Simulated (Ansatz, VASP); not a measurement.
## One calculation of CsRe, two programs

INCAR

```
PREC = Accurate
ENCUT = 600
EDIFF = 1E-7
ISMEAR = -1
SIGMA = 0.05
LREAL = False
LASPH = True
NELM = 60
ALGO = Fast
ISIF = 2
LWAVE = False
LCHARG = False
LMAXMIX = 4
GGA = PE
NBANDS = 15
```

The input KPOINTS:

```
regular mesh
0
Gamma
  7 7 7
```

File POSCAR:

```
CsRe
1.0
    0.0000000000      3.4223023900      3.4223023900
    3.4223023900      0.0000000000      3.4223023900
    3.4223023900      3.4223023900      0.0000000000
Cs Re
1 1
Direct
    0.2500000000      0.2500000000      0.2500000000
    0.5000000000      0.5000000000      0.5000000000
```

File KPOINTS_OPT:

```
path GXWKGLUWLK,UX
20
line-mode
reciprocal
 0.0000000000  0.0000000000  0.0000000000  G
 0.5000000000  0.0000000000  0.5000000000  X

 0.5000000000  0.0000000000  0.5000000000  X
 0.5000000000  0.2500000000  0.7500000000  W

 0.5000000000  0.2500000000  0.7500000000  W
 0.3750000000  0.3750000000  0.7500000000  K

 0.3750000000  0.3750000000  0.7500000000  K
 0.0000000000  0.0000000000  0.0000000000  G

 0.0000000000  0.0000000000  0.0000000000  G
 0.5000000000  0.5000000000  0.5000000000  L

 0.5000000000  0.5000000000  0.5000000000  L
 0.6250000000  0.2500000000  0.6250000000  U

 0.6250000000  0.2500000000  0.6250000000  U
 0.5000000000  0.2500000000  0.7500000000  W

 0.5000000000  0.2500000000  0.7500000000  W
 0.5000000000  0.5000000000  0.5000000000  L

 0.5000000000  0.5000000000  0.5000000000  L
 0.3750000000  0.3750000000  0.7500000000  K

 0.6250000000  0.2500000000  0.6250000000  U
 0.5000000000  0.0000000000  0.5000000000  X
```

The input input.yaml:

```yaml
crystal:
  lattice:
    - [0.0, 3.42230239, 3.42230239]
    - [3.42230239, 0.0, 3.42230239]
    - [3.42230239, 3.42230239, 0.0]
  atoms:
    - { symbol: Cs, position: [0.25, 0.25, 0.25] }
    - { symbol: Re, position: [0.5, 0.5, 0.5] }
hamiltonian:
  xc: pbe
  pseudopotentials: { kind: paw }
kpoints:
  mp_grid: { grid: [7, 7, 7] }
  band_path:
    path:
      - [[0.0, 0.0, 0.0], [0.5, 0.0, 0.5], [0.5, 0.25, 0.75], [0.375, 0.375, 0.75], [0.0, 0.0, 0.0], [0.5, 0.5, 0.5], [0.625, 0.25, 0.625], [0.5, 0.25, 0.75], [0.5, 0.5, 0.5], [0.375, 0.375, 0.75]]
      - [[0.625, 0.25, 0.625], [0.5, 0.0, 0.5]]
    npoints: 14
scf:
  occupations: { method: fermi_dirac, width: 0.05 }
  n_extra_bands: 6
output:
  forces: true
  stress: true
  eigenvalues: true
  fatbands: false
```

The cell was built by a generator and needn't be a form met in nature.

Alike in both runs: task band structure; functional PBE; k mesh 7 × 7 × 7; occupations fermi-dirac, width 0.05 eV; no spin polarisation.

|  | VASP | Ansatz |
| --- | --- | --- |
| version | VASP 6.6.1 | Ansatz 0.2.0 |
| potentials or method | VASP PAW PBE potentials, release 54 (Cs_sv, Re) | Ansatz PAW |
| plane-wave cutoff (eV) | 600 | 420 |
| valence electrons in the cell | 16 | 24 |

|  | VASP | Ansatz | Ansatz less VASP |
| --- | --- | --- | --- |
| gap on the k mesh at the Fermi level (eV) | none | none | - |
| pressure (GPa) | -0.8 | -1.5 | -0.73 |

A gap of «none» marks a metal or a gap that the smearing closes. The two sets of potentials don't hold the same shells in valence.

Caveats: spin-orbit coupling is left out, which moves the levels of the heavy elements.
